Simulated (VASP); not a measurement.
A run of VASP 6.6.1 is set up as follows.

File INCAR:

```
SYSTEM = C
PREC = Accurate ; ENCUT = 520
EDIFF = 1E-7 ; ISMEAR = 0
SIGMA = 0.02 ; LREAL = .False.
LASPH = .True. ; NELM = 80
ALGO = Normal ; ISIF = 3
LWAVE = .False. ; LCHARG = .False.
GGA = PE ; IVDW = 12
IBRION = 2 ; NSW = 80
EDIFFG = -0.002
```

Contents of KPOINTS:

```
regular mesh
0
Gamma
  15 15 4
  0 0 0
```

File POSCAR:

```
C
1.0
    2.4672912600      0.0000000000      0.0000000000
   -1.2336456300      2.1367369100      0.0000000000
    0.0000000000      0.0000000000      7.8030730000
C
4
Direct
    0.0000000000      0.0000000000      0.2500000000
    0.0000000000      0.0000000000      0.7500000000
    0.3333333300      0.6666666700      0.2500000000
    0.6666666700      0.3333333300      0.7500000000
```

Potentials or basis: VASP PAW PBE potentials, release 64 (C).

The run is started by

```sh
$ cat potpaw_PBE.64/C/POTCAR > POTCAR
$ mpirun -np 1 vasp_std > vasp.out
```

Question: What does it give for the dispersion energy per atom?

Answer: -0.157 eV.

Question: Estimate the band gap on the k mesh.

Answer: None (metal or under the smearing width).

Step by step:
| step | energy change (eV) | largest force (eV/Å) | pressure (GPa) | volume (Å³) |
| --- | --- | --- | --- | --- |
| 1 | 0.0000 | 0.0000 | -0.77 | 41.14 |
| 2 | -0.0030 | 0.0000 | -0.37 | 40.84 |
| 3 | -0.0109 | 0.0000 | 0.88 | 39.97 |
| 4 | -0.0217 | 0.0000 | 3.64 | 38.23 |
| 5 | -0.0132 | 0.0000 | 10.50 | 34.82 |
| 6 | -0.0239 | 0.0000 | 5.09 | 37.41 |
| 7 | -0.0243 | 0.0000 | 5.07 | 37.39 |
| 8 | -0.0253 | 0.0000 | 5.03 | 37.32 |
| 9 | -0.0272 | 0.0000 | 4.95 | 37.19 |
| 10 | -0.0310 | 0.0000 | 4.79 | 36.92 |
| 11 | -0.0379 | 0.0000 | 4.47 | 36.39 |
| 12 | -0.0473 | 0.0000 | 3.90 | 35.31 |
| 13 | -0.0373 | 0.0000 | 3.10 | 33.14 |
| 14 | -0.0492 | 0.0000 | 3.63 | 34.77 |
| 15 | -0.0493 | 0.0000 | 3.56 | 34.59 |
| 16 | -0.0515 | 0.0000 | 2.58 | 34.80 |
| 17 | -0.0538 | 0.0000 | -0.22 | 35.43 |
| 18 | -0.0538 | 0.0000 | 0.14 | 35.34 |
| 19 | -0.0538 | 0.0000 | 0.21 | 35.33 |
| 20 | -0.0538 | 0.0000 | 0.20 | 35.31 |
| 21 | -0.0539 | 0.0000 | 0.13 | 35.27 |
| 22 | -0.0539 | 0.0000 | 0.02 | 35.18 |
